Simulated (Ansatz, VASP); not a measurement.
## Two plane-wave programs on MnZn3

INCAR

```
SYSTEM = MnZn3
ALGO = Fast ; EDIFF = 1E-6
ENCUT = 520 ; GGA = CA
ISIF = 2 ; ISMEAR = -1
ISPIN = 2 ; LASPH = .TRUE.
LCHARG = .TRUE. ; LELF = .TRUE.
LMAXMIX = 4 ; LORBIT = 11
LREAL = .FALSE. ; LVHAR = .TRUE.
LWAVE = .FALSE. ; MAGMOM = 4 0 0 0
NBANDS = 36 ; NELM = 150
PREC = Accurate ; SIGMA = 0.03
```

KPOINTS

```
k-points
0
G
  6 6 6
  0 0 0
```

Contents of POSCAR:

```
MnZn3
1.0
    3.8600000000      0.0000000000      0.0000000000
    0.0000000000      3.8600000000      0.0000000000
    0.0000000000      0.0000000000      3.8600000000
Mn Zn
1 3
Direct
    0.0000000000      0.0000000000      0.0000000000
    0.0000000000      0.5000000000      0.5000000000
    0.5000000000      0.0000000000      0.5000000000
    0.5000000000      0.5000000000      0.0000000000
```

Input for Ansatz:

```yaml
crystal:
  lattice:
    - [3.86, 0.0, 0.0]
    - [0.0, 3.86, 0.0]
    - [0.0, 0.0, 3.86]
  atoms:
    - { symbol: Mn, position: [0.0, 0.0, 0.0], spin: 4.0 }
    - { symbol: Zn, position: [0.0, 0.5, 0.5] }
    - { symbol: Zn, position: [0.5, 0.0, 0.5] }
    - { symbol: Zn, position: [0.5, 0.5, 0.0] }
magnetization:
  spin_polarized: true
kpoints:
  mp_grid: { grid: [6, 6, 6] }
scf:
  occupations: { method: fermi_dirac, width: 0.03 }
  lower_state_search: "off"
hamiltonian:
  xc: lda
  pseudopotentials: { kind: paw }
output:
  forces: true
  stress: true
  eigenvalues: true
```

Alike in both runs: task single point; functional LDA; k mesh 6 × 6 × 6; occupations fermi-dirac, width 0.03 eV; collinear spin.

|  | VASP | Ansatz |
| --- | --- | --- |
| version | VASP 6.6.1 | Ansatz 0.2.0 |
| potentials or method | VASP PAW LDA potentials, release 64 (Mn_pv, Zn) | PAW with Ansatz's default frozen-core files, scalar-relativistic |
| plane-wave cutoff (eV) | 520 | 420 |
| valence electrons in the cell | 49 | 51 |

|  | VASP | Ansatz | Ansatz less VASP |
| --- | --- | --- | --- |
| pressure (GPa) | -14.0 | -12.9 | +1.11 |
| net moment per atom (μB) | 0.63 | 0.72 | +0.098 |
| size of the moment on the site where the two differ most (μB) | 2.70 | 3.03 | +0.337 |

Site moments also hang on the region over which each program counts them. The two sets of potentials don't hold the same shells in valence.
